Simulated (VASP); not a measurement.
Runs of VASP 6.6.1 on PmTe. It takes space group P-6m2 (No. 187, hexagonal). The conventional cell has a = 4.181 Å, b = 4.181 Å, c = 4.081 Å, α = 90.00°, β = 90.00°, γ = 120.00°. Pm (site symmetry -6m2) is surrounded by 6 Te at 3.16 Å. Te (site symmetry -6m2) is surrounded by 6 Pm at 3.16 Å. The cell comes from a database or a generator and needn't be the stable form of this composition.

| level | spin | U | fixed moment (μB) | gap on the mesh (eV) | pressure (GPa) | moment (μB) |
| --- | --- | --- | --- | --- | --- | --- |
| LDA+U | collinear, ferromagnetic start | Pm f U = 6 eV | 2 | - | 0.2 | 2.00 |
| LDA+U | collinear, zero start | Pm f U = 6 eV | - | none | 3.9 | (b) |
| PBE+U | collinear, ferromagnetic start | Pm f U = 3 eV | - | none | 7.9 | 4.98 |
| LDA+U | collinear, ferromagnetic start | Pm f U = 6 eV | - | none | -1.2 | 4.79 |
| LDA+U | collinear, zero start | Pm f U = 5 eV | - | none | (a) | 0.60 |
| LDA+U | collinear, ferromagnetic start | Pm f U = 5 eV | - | none | -0.4 | 4.79 |
| LDA+U | collinear, ferromagnetic start | Pm f U = 5 eV | 1 | - | -0.8 | 1.00 |
| LDA+U | collinear, random start | Pm f U = 5 eV | - | none | (c) | 4.98 |
| LDA+U | collinear, random start | Pm f U = 6 eV | - | none | -1.2 | 4.79 |

Alike in all rows: task single point; potentials or basis VASP PAW PBE potentials, release 64 (Pm, Te); cell as given; k mesh 5 × 5 × 5; cutoff (eV) 520; smearing gaussian 0.05 eV.

Question: Estimate the missing entries.

Answer: (a) -2.2; (b) 1.09; (c) 3.7.

Caveats: the magnetic or orbital state may not be the lowest; spin-orbit coupling is left out, which moves the levels of the heavy elements; the U is typed as a test and isn't derived for this compound; the PAW data sets were made with another functional, which shifts forces and pressure a little (some runs); the moment is held away from its start (some runs); the total moment is fixed, so each spin has its own Fermi level (some runs).

A k mesh can miss the band edges, and the runs leave out spin-orbit coupling on Pm, Te.

A gap of «none» marks a metal or a gap under the smearing width.
